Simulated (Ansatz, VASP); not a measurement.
Given: the input of a run of Ansatz 0.2.0 on BeRu3.

File input.yaml:

```yaml
crystal:
  lattice:
    - [-1.7813558326, 1.7813558326, 3.8999641934]
    - [1.7813558326, -1.7813558326, 3.8999641934]
    - [1.7813558326, 1.7813558326, -3.8999641934]
  atoms:
    - { symbol: Ru, position: [0.5, 0.5, 0.0] }
    - { symbol: Ru, position: [0.25, 0.75, 0.5] }
    - { symbol: Ru, position: [0.75, 0.25, 0.5] }
    - { symbol: Be, position: [0.0, 0.0, 0.0] }
hamiltonian:
  xc: pbe
  pseudopotentials: { kind: paw }
kpoints:
  mp_grid: { grid: [10, 10, 10] }
scf:
  occupations: { method: fermi_dirac, width: 0.05 }
output:
  forces: true
  stress: true
  eigenvalues: true
```

Potentials or basis: Ansatz PAW.

The run is started by

```sh
$ ansatz run input.yaml --threads 2 --pin off --max-ram 5120MiB --backend cpu --events-out ev --progress --plain --runs-dir out
```

Task: Set up the same calculation for VASP 6.6.1. Potentials there: VASP PAW PBE potentials, release 64 (Ru_pv, Be).

Result: As run (the cutoff follows the program's own potentials):

INCAR

```
PREC = Accurate
ENCUT = 520
EDIFF = 1E-7
ISMEAR = -1
SIGMA = 0.05
LREAL = False
LASPH = True
NELM = 80
ALGO = Normal
ISIF = 2
LWAVE = False
LCHARG = False
GGA = PE
NBANDS = 30
```

Contents of KPOINTS:

```
Automatic mesh
0
Gamma
  10 10 10
```

POSCAR

```
BeRu3
1.0
   -1.7813558326      1.7813558326      3.8999641934
    1.7813558326     -1.7813558326      3.8999641934
    1.7813558326      1.7813558326     -3.8999641934
Ru Be
3 1
Direct
    0.5000000000      0.5000000000      0.0000000000
    0.2500000000      0.7500000000      0.5000000000
    0.7500000000      0.2500000000      0.5000000000
    0.0000000000      0.0000000000      0.0000000000
```

Potentials or basis: VASP PAW PBE potentials, release 64 (Ru_pv, Be).

Launch:

```sh
$ cat potpaw_PBE.64/Ru_pv/POTCAR potpaw_PBE.64/Be/POTCAR > POTCAR
$ mpirun -np 1 vasp_std > vasp.out
```

Both were run:

|  | VASP | Ansatz | Ansatz less VASP |
| --- | --- | --- | --- |
| gap on the k mesh at the Fermi level (eV) | none | none | - |
| pressure (GPa) | 8.9 | 8.9 | -0.03 |
| largest component of the traceless stress (GPa) | 0.32 | 0.36 | +0.038 |

A gap of «none» marks a metal or a gap that the smearing closes. The two sets of potentials don't hold the same shells in valence.
